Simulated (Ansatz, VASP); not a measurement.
# AlNi in two plane-wave programs, part 2 of 2

One calculation is typed for both programs; each brings its own data sets. How far apart do they land? Of the first pair: The cell is taken from a series of runs on this material, whose earlier steps may have relaxed, scaled, displaced or heated it; both programs get it as it stands.

VASP 6.6.1 and Ansatz 0.2.0.

So far: The structure; VASP: relaxation of cell and atoms, LDA, pair 1; Ansatz: relaxation of cell and atoms, LDA, pair 1; Side by side.

### 5. VASP: relaxation of cell and atoms, LDA, pair 2

Level of this step: LDA, no spin polarisation; plane waves and PAW (Al, Ni) (VASP).

The relaxed volume is the usual yardstick between codes: in a stiff, nearly cubic crystal its relative difference is about their pressure difference at one cell divided by the bulk modulus.

File INCAR:

```
SYSTEM = AlNi
PREC = Accurate
ENCUT = 600
EDIFF = 1E-07
NELM = 120
ISMEAR = 1
SIGMA = 0.2
LREAL = .FALSE.
ALGO = Normal
GGA = CA
NBANDS = 12
LASPH = .TRUE.
LORBIT = 11
LWAVE = .FALSE.
LCHARG = .FALSE.
ISIF = 3
IBRION = 2
NSW = 80
EDIFFG = -0.005
GGA_COMPAT = .FALSE.
NELMIN = 4
```

File POSCAR:

```
AlNi
1.0
    2.8326170000      0.0000000000      0.0000000000
    0.0000000000      2.8326170000      0.0000000000
    0.0000000000      0.0000000000      2.8326170000
Al Ni
1 1
Direct
    0.0000000000      0.0000000000      0.0000000000
    0.4999998235      0.4999998235      0.4999998235
```

File KPOINTS:

```
Automatic mesh
0
Gamma
16 16 16
0 0 0
```

PAW data sets: Al and Ni (LDA family, release 64).

Run with:

```
> mpirun -np 1 vasp_std
```

Numbers of over 12 decimals in the logs are rounded to 6 here.

The log of the run:

```text
[... set-up lines as in an earlier step ...]
 entering main loop
       N       E                     dE             d eps       ncg     rms          rms(c)
DAV:   1     0.426629624255E+02    0.42663E+02   -0.62091E+03  4028   0.130E+03
DAV:   2    -0.118232247292E+02   -0.54486E+02   -0.50355E+02  4040   0.207E+02
DAV:   3    -0.136146504289E+02   -0.17914E+01   -0.17655E+01  4752   0.435E+01
DAV:   4    -0.136382928860E+02   -0.23642E-01   -0.23633E-01  4404   0.449E+00
[...]
DAV:  12    -0.121970099459E+02    0.57950E-06   -0.35238E-06  4944   0.323E-02    0.408E-03
DAV:  13    -0.121970097792E+02    0.16669E-06   -0.47843E-07  3276   0.694E-03    0.170E-03
DAV:  14    -0.121970097849E+02   -0.56270E-08   -0.75594E-08  2412   0.255E-03
   1 F= -.12197010E+02 E0= -.12197342E+02  d E =-.121970E+02
[...]
N       E                     dE             d eps       ncg     rms          rms(c)
DAV:   1    -0.121982040976E+02   -0.11943E-02   -0.13447E-02  4372   0.204E+00    0.313E-01
DAV:   2    -0.121992941729E+02   -0.10901E-02   -0.34849E-02  4448   0.302E+00    0.380E-01
DAV:   3    -0.121970505031E+02    0.22437E-02   -0.13659E-02  4412   0.191E+00    0.481E-02
DAV:   4    -0.121970156435E+02    0.34860E-04   -0.97649E-05  4344   0.105E-01    0.565E-03
DAV:   5    -0.121970155682E+02    0.75303E-07   -0.28056E-06  5780   0.185E-02    0.240E-03
DAV:   6    -0.121970156486E+02   -0.80433E-07   -0.16113E-07  2636   0.378E-03
   2 F= -.12197016E+02 E0= -.12197348E+02  d E =-.586378E-05
 trial-energy change:   -0.000006  1 .order   -0.000002   -0.000063    0.000058
 step:   0.5621(harm=  0.5200)  dis= 0.00000  next Energy=   -12.197028 (dE=-0.183E-04)
[...]
N       E                     dE             d eps       ncg     rms          rms(c)
DAV:   1    -0.121972567929E+02   -0.24122E-03   -0.25695E-03  4368   0.892E-01    0.138E-01
DAV:   2    -0.121974687325E+02   -0.21194E-03   -0.67347E-03  4444   0.133E+00    0.167E-01
DAV:   3    -0.121970343615E+02    0.43437E-03   -0.26300E-03  4400   0.841E-01    0.206E-02
DAV:   4    -0.121970278442E+02    0.65173E-05   -0.17962E-05  4292   0.426E-02    0.306E-03
DAV:   5    -0.121970277904E+02    0.53758E-07   -0.68198E-07  5232   0.102E-02
   3 F= -.12197028E+02 E0= -.12197360E+02  d E =-.180056E-04
[...]
reached required accuracy - stopping structural energy minimisation
```

OUTCAR, selected parts (step 5):

```text
  Total       -0.0021176     -0.0021176     -0.0021176      0.0000000     -0.0000000     -0.0000000
  in kB       -0.1490998     -0.1490998     -0.1490998      0.0000000     -0.0000000     -0.0000000
  external PRESSURE =      -0.1490998 kB  Pullay stress =       0.0000000 kB

 POSITION                                       TOTAL-FORCE (eV/Angst)
 -----------------------------------------------------------------------------------
      0.00000      0.00000      0.00000        -0.000000      0.000000      0.000000
      1.41687      1.41687      1.41687         0.000000     -0.000000      0.000000
 -----------------------------------------------------------------------------------
    total drift:                                0.000039      0.000039      0.000039

  FREE ENERGIE OF THE ION-ELECTRON SYSTEM (eV)
  ---------------------------------------------------
  free  energy   TOTEN  =       -12.1970277904 eV

  energy  without entropy=      -12.1980252400  energy(sigma->0) =      -12.19736027

[... 1 part as in an earlier step ...]

[... 3 further parts left out ...]
[key lines of the parts left out:]
E-fermi :  10.4221
```

### 6. Ansatz: relaxation of cell and atoms, LDA, pair 2

The same cell, functional (in two slightly different forms), mesh and smearing now go to Ansatz, which takes its cutoff from its data sets.

The cell is taken from a series of runs on this material, whose earlier steps may have relaxed, scaled, displaced or heated it; both programs get it as it stands.

File input.yaml:

```yaml
crystal:
  lattice:
    - [2.8326165067, 0.0, 0.0]
    - [0.0, 2.8326165067, 0.0]
    - [0.0, 0.0, 2.8326165067]
  atoms:
    - { symbol: Al, position: [0.0, 0.0, 0.0] }
    - { symbol: Ni, position: [0.5, 0.5, 0.5] }
kpoints:
  mp_grid: { grid: [16, 16, 16] }
hamiltonian:
  xc: lda
scf:
  occupations: { method: methfessel_paxton, width: 0.2 }
  lower_state_search: "off"
output:
  forces: true
  stress: true
  eigenvalues: true
relax:
  adjacent_minimum: "off"
  f_tol: 0.001
  max_steps: 60
  cell: { stress_tol: 0.01 }
```

Run with:

```
> ansatz run input.yaml --threads 8 --pin off --max-ram 16384MiB --backend cpu --events-out ev --progress --plain --runs-dir out
```

The log of the run:

```text
[...]
Crystal: 2 atoms, lattice volume = 22.728 Å³
Basis set: ecut = 420 eV, 461 PW (Γ)
Bands: 15, of which v1, the nominal top of the filled ones, is band 11 counted from 1 (10 counted from 0)
Symmetry: 48 space group operations
[...]
k-points: 165 of 4096
[...]
k-point 164: bands = [... 7 lower, 13.4873, 13.4873, 16.4899, 16.4899, 16.4899, 18.5795, 19.2704, 19.2704]
--- Relaxed structure (3 steps of the walk, 3 accepted, 1 SCFs on fresh bases) ---
[...]
cell:  # Å, volume = 22.7198 Å³
    - [2.832273, 0, 0]
    - [0, 2.832273, 0]
    - [0, 0, 2.832273]
  atoms:
    - { symbol: Al, position: [0, 0, 0] }
    - { symbol: Ni, position: [0.500000, 0.500000, 0.500000] }
[key lines of the parts left out:]
SCF converged after 4 iterations
Free energy (F): -6287.664204 eV
Fermi energy:    14.539927 eV
P = ⅓ Tr σ = 0.0009 GPa (0.009 kbar)
```

### 7. Differences

What differs besides the data sets and the points named for the pairs above, as far as they apply: the data sets hold 21 valence electrons in Ansatz (on its default PAW (the set named soft_2) files) and 13 in VASP. Total energies have different zeros and are not compared.

The two programs side by side:

| quantity | Ansatz | VASP | difference |
| --- | --- | --- | --- |
| volume (Å³) | 22.72 | 22.76 | -0.16 % |
| edge a after relaxation, in the typed setting (Å) | 2.832 | 2.834 | -0.05 % |

### 8. Ansatz: relaxation of cell and atoms, PBE

The relaxed volume is the usual yardstick between codes: in a stiff, nearly cubic crystal its relative difference is about their pressure difference at one cell divided by the bulk modulus.

The two relaxations start from unlike cells of this crystal (the structure described is Ansatz's start), so only their ends are compared.

input.yaml, the sections that differ from step 6:

```yaml
crystal:
  lattice:
    - [2.8322725568, 0.0, 0.0]
    - [0.0, 2.8322725568, 0.0]
    - [0.0, 0.0, 2.8322725568]
  atoms:
    - { symbol: Al, position: [0.0, 0.0, 0.0] }
    - { symbol: Ni, position: [0.5, 0.5, 0.5] }
hamiltonian:
  xc: pbe
# kpoints, scf, output, relax: as in step 6
```

The log of the run:

```text
[...]
Crystal: 2 atoms, lattice volume = 22.720 Å³
Basis set: ecut = 420 eV, 461 PW (Γ), exchange–correlation on 40×40×40 points (8 copies of the dense FFT grid, shifted against one another)
Bands: 15, of which v1, the nominal top of the filled ones, is band 11 counted from 1 (10 counted from 0)
Symmetry: 48 space group operations
[...]
k-points: 165 of 4096
[...]
k-point 164: bands = [... 7 lower, 12.8255, 12.8255, 15.7476, 15.7476, 15.7476, 17.3501, 18.1809, 18.1809]
--- Relaxed structure (6 steps of the walk, 6 accepted, 2 SCFs on fresh bases) ---
[...]
cell:  # Å, volume = 24.2092 Å³
    - [2.892858, 0, 0]
    - [0, 2.892858, 0.0]
    - [0, 0.0, 2.892858]
  atoms:
    - { symbol: Al, position: [0, 0, 0] }
    - { symbol: Ni, position: [0.5, 0.5, 0.500000] }
[key lines of the parts left out:]
SCF converged after 7 iterations
Free energy (F): -6378.530864 eV
Fermi energy:    13.774468 eV
P = ⅓ Tr σ = 0.0024 GPa (0.024 kbar)
```

### 9. VASP: relaxation of cell and atoms, PBE

Its own start cell and the same functional, mesh and smearing now go to VASP, with its own data sets.

Changes to INCAR since step 5:

```diff
@@ -9,3 +9,3 @@
 ALGO = Normal
-GGA = CA
+GGA = PE
 NBANDS = 12
```

File POSCAR:

```
AlNi
1.0
    2.8930480535      0.0000000000      0.0000000000
    0.0000000000      2.8930480535      0.0000000000
    0.0000000000      0.0000000000      2.8930480535
Al Ni
1 1
Direct
    0.0000000000      0.0000000000      0.0000000000
    0.4999998235      0.4999998235      0.4999998235
```

KPOINTS is that of step 5.

PAW data sets: Al and Ni (PBE family, release 64).

Run with:

```
> mpirun -np 1 vasp_std
```

The log of the run:

```text
[banner, memory and clock lines left out]
running    1 mpi-ranks, on    1 nodes
[...]
LDA part: xc-table for (Slater+PW92), standard interpolation
 POSCAR, INCAR and KPOINTS ok, starting setup
[...]
entering main loop
       N       E                     dE             d eps       ncg     rms          rms(c)
DAV:   1     0.446009229556E+02    0.44601E+02   -0.60521E+03  3960   0.125E+03
DAV:   2    -0.102275630903E+02   -0.54828E+02   -0.50733E+02  4088   0.206E+02
DAV:   3    -0.119276949259E+02   -0.17001E+01   -0.16774E+01  4748   0.423E+01
DAV:   4    -0.119525518582E+02   -0.24857E-01   -0.24844E-01  4436   0.460E+00
[...]
DAV:  12    -0.105388539208E+02    0.14970E-05   -0.24276E-06  5248   0.248E-02    0.440E-03
DAV:  13    -0.105388533881E+02    0.53270E-06   -0.16633E-07  2644   0.444E-03    0.154E-03
DAV:  14    -0.105388534109E+02   -0.22734E-07   -0.50264E-08  2300   0.202E-03
   1 F= -.10538853E+02 E0= -.10539234E+02  d E =-.105389E+02
[...]
N       E                     dE             d eps       ncg     rms          rms(c)
DAV:   1    -0.105389973578E+02   -0.14397E-03   -0.16004E-03  4392   0.675E-01    0.111E-01
DAV:   2    -0.105391763105E+02   -0.17895E-03   -0.47654E-03  4416   0.106E+00    0.147E-01
DAV:   3    -0.105388569323E+02    0.31938E-03   -0.19408E-03  4412   0.684E-01    0.161E-02
DAV:   4    -0.105388538937E+02    0.30386E-05   -0.11455E-05  4268   0.318E-02    0.276E-03
DAV:   5    -0.105388538157E+02    0.78034E-07   -0.49366E-07  4336   0.857E-03
   2 F= -.10538854E+02 E0= -.10539234E+02  d E =-.404805E-06
 trial-energy change:   -0.000000  1 .order   -0.000000   -0.000007    0.000007
 step:   0.5154(harm=  0.5154)  dis= 0.00000  next Energy=   -10.538855 (dE=-0.187E-05)
 reached required accuracy - stopping structural energy minimisation
```

OUTCAR, selected parts (step 9):

```text
  Total        0.0094215      0.0094215      0.0094215      0.0000000      0.0000000     -0.0000000
  in kB        0.6238453      0.6238453      0.6238453      0.0000000      0.0000000     -0.0000000
  external PRESSURE =       0.6238453 kB  Pullay stress =       0.0000000 kB

 POSITION                                       TOTAL-FORCE (eV/Angst)
 -----------------------------------------------------------------------------------
      0.00000      0.00000      0.00000         0.000000      0.000000      0.000000
      1.44617      1.44617      1.44617        -0.000000     -0.000000      0.000000
 -----------------------------------------------------------------------------------
    total drift:                                0.000041      0.000041      0.000041

  FREE ENERGIE OF THE ION-ELECTRON SYSTEM (eV)
  ---------------------------------------------------
  free  energy   TOTEN  =       -10.5388538157 eV

  energy  without entropy=      -10.5399946766  energy(sigma->0) =      -10.53923410

[... 2 parts as in an earlier step ...]

[... 2 further parts left out ...]
[key lines of the parts left out:]
E-fermi :   9.8707
```

### 10. Comparison

What differs besides the data sets and the points named for the pairs above, as far as they apply: the data sets hold 21 valence electrons in Ansatz (on its default PAW (the set named soft_2) files) and 13 in VASP. Total energies have different zeros and are not compared.

Compared:

| quantity | Ansatz | VASP | difference |
| --- | --- | --- | --- |
| volume (Å³) | 24.21 | 24.20 | +0.05 % |
| edge a after relaxation, in the typed setting (Å) | 2.893 | 2.892 | +0.02 % |

### 11. What came out

```yaml
difference_in_volume_relaxation_of_cell_and_atoms_lda_pair_1: -0.15 %
difference_in_volume_relaxation_of_cell_and_atoms_lda_pair_2: -0.16 %
difference_in_volume_relaxation_of_cell_and_atoms_pbe: 0.053 %
```

The difference in volume is -0.16 % (relaxation of cell and atoms, LDA, pair 2), within the 1.2 % picked in this series as the mark of a large difference, as far as the stopping tolerances let one tell. The data sets hold unlike numbers of valence electrons (21 in Ansatz and 13 in VASP), so part of the differences comes from the potentials. 1 further run of this series is not shown here. How closely two codes agree says nothing of how well the functional describes the real material.

[Lines on the potential files, build, host, timing and source positions are cut from VASP's logs without a mark.]

[Logs are printed without paths, hosts, clocks, repeated set-up lines and the standing remarks that a program may print on its own settings, such as how far it seeks lower states.]

[Hosts, paths, dates, database ids (printed as entryN), source tags and the programs' standing remarks are cut or masked in the printed files.]
